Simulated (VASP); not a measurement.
Method: r2SCAN meta-GGA, VASP's PBE PAW potentials (set 64) (plane waves; VASP).

A VASP calculation is set up with these files.

POSCAR:
```
CsH
1
    3.8077039758    -0.0000000000     0.0000000000
    0.0000000000     3.8077039758     0.0000000000
   -0.0000000000     0.0000000000     3.8077039758
Cs H
1 1
Direct
  0.0000000000   0.0000000000   0.0000000000
  0.5000000000   0.5000000000   0.5000000000
```

### KPOINTS
```
Automatic mesh
0
Gamma
8 8 8
0 0 0
```

KPOINTS_OPT:
```
k-points along high-symmetry lines
10
Line-mode
Reciprocal
  0.000000   0.000000   0.000000 ! GAMMA
  0.000000   0.500000   0.000000 ! X

  0.000000   0.500000   0.000000 ! X
  0.500000   0.500000   0.000000 ! M

  0.500000   0.500000   0.000000 ! M
  0.000000   0.000000   0.000000 ! GAMMA

  0.000000   0.000000   0.000000 ! GAMMA
  0.500000   0.500000   0.500000 ! R

  0.500000   0.500000   0.500000 ! R
  0.000000   0.500000   0.000000 ! X

  0.500000   0.500000   0.500000 ! R
  0.500000   0.500000   0.000000 ! M
```

INCAR:
```
LMAXMIX = 4
SYSTEM = CsH
LREAL = .False.   ! projection in real space or not
ENCUT = 400
LWAVE = .False.
ALGO = Normal
NELM = 100   ! most electronic steps
METAGGA = R2SCAN
ISIF = 2   ! forces and stress, cell fixed
EDIFF = 1E-7   ! SCF stop (eV)
LMIXTAU = .True.
PREC = Accurate
ISMEAR = -5   ! tetrahedra, Bloechl
NEDOS = 601
LORBIT = 11   ! lm-projected
LCHARG = .False.
LASPH = .True.   ! aspherical one-centre terms
```

POTCAR, in this order: Cs_sv H (PBE.64 set). Program: vasp_std.

Output

### OUTCAR
```
 ion  position               nearest neighbor table
   1  0.000  0.000  0.000-
   2  0.500  0.500  0.500-
  LATTYP: Found a simple cubic cell.
 ALAT       =     3.8077039758
 Subroutine PRICEL returns:
 Original cell was already a primitive cell.
 Subroutine GETGRP returns: Found 48 space group operations
The static configuration has the point symmetry O_h .
The dynamic configuration has the point symmetry O_h .
 Subroutine INISYM returns: Found 48 space group operations
 Subroutine IBZKPT returns following result:
 Found     35 irreducible k-points:

 Following reciprocal coordinates:
            Coordinates               Weight
  0.000000  0.000000  0.000000      1.000000
  0.125000  0.000000  0.000000      6.000000
  0.250000  0.000000  0.000000      6.000000
  0.375000  0.000000  0.000000      6.000000
  0.500000  0.000000  0.000000      3.000000
  0.125000  0.125000  0.000000     12.000000
  0.250000  0.125000  0.000000     24.000000
  0.375000  0.125000  0.000000     24.000000
  0.500000  0.125000  0.000000     12.000000
...
```

### OSZICAR
```
       N       E                     dE             d eps       ncg     rms          rms(c)
DAV:   1     0.164905520728E+02    0.16491E+02   -0.39660E+03   630   0.795E+02
DAV:   2    -0.288260271753E+02   -0.45317E+02   -0.44045E+02   830   0.128E+02
DAV:   3    -0.316786580761E+02   -0.28526E+01   -0.28511E+01   704   0.377E+01
DAV:   4    -0.316969860159E+02   -0.18328E-01   -0.18326E-01   926   0.344E+00
DAV:   5    -0.316970117998E+02   -0.25784E-04   -0.25784E-04   794   0.997E-02    0.329E+00
DAV:   6    -0.285797938832E+02    0.31172E+01   -0.49342E-01   704   0.632E+00    0.188E+00
DAV:   7    -0.289300876680E+02   -0.35029E+00   -0.33010E+00   685   0.930E+00    0.149E+00
DAV:   8    -0.289383925960E+02   -0.83049E-02   -0.56255E-01   666   0.574E+00    0.609E-01
DAV:   9    -0.288543049432E+02    0.84088E-01   -0.24904E-01   653   0.492E+00    0.539E-01
DAV:  10    -0.289584070195E+02   -0.10410E+00   -0.18558E-01   655   0.401E+00    0.936E-02
DAV:  11    -0.289514851414E+02    0.69219E-02   -0.20185E-02   799   0.158E+00    0.123E-01
DAV:  12    -0.289524647416E+02   -0.97960E-03   -0.40819E-04   777   0.182E-01    0.150E-01
DAV:  13    -0.289511942646E+02    0.12705E-02   -0.12055E-02   640   0.932E-01    0.424E-02
DAV:  14    -0.289515918113E+02   -0.39755E-03   -0.11280E-03   649   0.364E-01    0.258E-02
DAV:  15    -0.289515890837E+02    0.27276E-05   -0.18259E-04   673   0.120E-01    0.480E-03
DAV:  16    -0.289516193011E+02   -0.30217E-04   -0.41465E-05   675   0.682E-02    0.680E-03
DAV:  17    -0.289516177373E+02    0.15637E-05   -0.11464E-05   695   0.206E-02    0.893E-04
DAV:  18    -0.289516172513E+02    0.48604E-06   -0.11392E-06   696   0.105E-02    0.648E-04
DAV:  19    -0.289516175169E+02   -0.26562E-06   -0.45167E-07   669   0.611E-03    0.700E-04
DAV:  20    -0.289516174409E+02    0.76055E-07   -0.26613E-07   647   0.496E-03
   1 F= -.28951617E+02 E0= -.28951617E+02  d E =0.000000E+00
       N       E                     dE             ncg
       N       E                     dE             ncg
```

**OUTCAR**
```
------------------------ aborting loop because EDIFF is reached ----------------------------------------
  FORCE on cell =-STRESS in cart. coord.  units (eV):
  Direction    XX          YY          ZZ          XY          YZ          ZX
  --------------------------------------------------------------------------------------
  Total       -0.0030687     -0.0030687     -0.0030687      0.0000000      0.0000000     -0.0000000
  in kB       -0.0890571     -0.0890571     -0.0890571      0.0000000      0.0000000     -0.0000000
  external PRESSURE =      -0.0890571 kB  Pullay stress =       0.0000000 kB
  volume of cell :       55.21
      direct lattice vectors                 reciprocal lattice vectors
     3.807703976  0.000000000  0.000000000     0.262625458  0.000000000  0.000000000
     0.000000000  3.807703976  0.000000000     0.000000000  0.262625458  0.000000000
     0.000000000  0.000000000  3.807703976     0.000000000  0.000000000  0.262625458
 POSITION                                       TOTAL-FORCE (eV/Angst)
 -----------------------------------------------------------------------------------
      0.00000      0.00000      0.00000         0.000000      0.000000      0.000000
      1.90385      1.90385      1.90385         0.000000      0.000000      0.000000
 -----------------------------------------------------------------------------------
    total drift:                               -0.000000      0.000000      0.000000
  FREE ENERGIE OF THE ION-ELECTRON SYSTEM (eV)
  ---------------------------------------------------
  free  energy   TOTEN  =       -28.9516174409 eV

  energy  without entropy=      -28.9516174409  energy(sigma->0) =      -28.95161744

 total charge

# of ion       s       p       d       tot
------------------------------------------
    1        1.864   4.711   0.041   6.616
    2        0.490   0.000   0.000   0.490
--------------------------------------------------
tot          2.353   4.711   0.041   7.106
```
(Selected blocks of OUTCAR.)

File OUTCAR:
```
 val. band max:        0.5079166561   @ k =   0.5000   0.5000   0.5000

 cond. band min:       3.6535808068   @ k =   0.5000   0.5000   0.5000


 Fermi energy:         0.5400739886

 k-point     1 :       0.0000    0.0000    0.0000
  band No.  band energies     occupation
      1     -21.9691      2.00000
      2      -7.6442      2.00000
      3      -7.6442      2.00000
      4      -7.6442      2.00000
      5      -1.3982      2.00000
      6       4.3152      0.00000
      7       4.3152      0.00000
      8       8.5593      0.00000
      9      10.5363      0.00000

 k-point     2 :       0.1250    0.0000    0.0000
  band No.  band energies     occupation
      1     -21.9452      2.00000
      2      -7.9171      2.00000
      3      -7.6216      2.00000
      4      -7.6216      2.00000
      5      -1.1642      2.00000
      6       4.4108      0.00000
      7       4.6396      0.00000
      8       8.1019      0.00000
      9       9.4638      0.00000

 k-point     3 :       0.2500    0.0000    0.0000
  band No.  band energies     occupation
      1     -21.8865      2.00000
      2      -8.4991      2.00000
      3      -7.5662      2.00000
      4      -7.5662      2.00000
      5      -0.6210      2.00000
      6       4.6661      0.00000
      7       4.8158      0.00000
      8       8.2265      0.00000
      9       8.2316      0.00000

 k-point     4 :       0.3750    0.0000    0.0000
  band No.  band energies     occupation
      1     -21.8263      2.00000
      2      -9.0053      2.00000
      3      -7.5096      2.00000
      4      -7.5096      2.00000
      5      -0.0280      2.00000
      6       4.1461      0.00000
      7       4.9683      0.00000
      8       7.4123      0.00000
      9       7.4123      0.00000

 k-point     5 :       0.5000    0.0000    0.0000
  band No.  band energies     occupation
      1     -21.8010      2.00000
      2      -9.1989      2.00000
      3      -7.4858      2.00000
...
```

Unless said otherwise, spin-orbit coupling is left out, though it shifts the bands of the heavy elements here.

The structure comes from a computed database's CsH entry (Pm-3m); how it stands against other phases isn't given here. It was relaxed first.
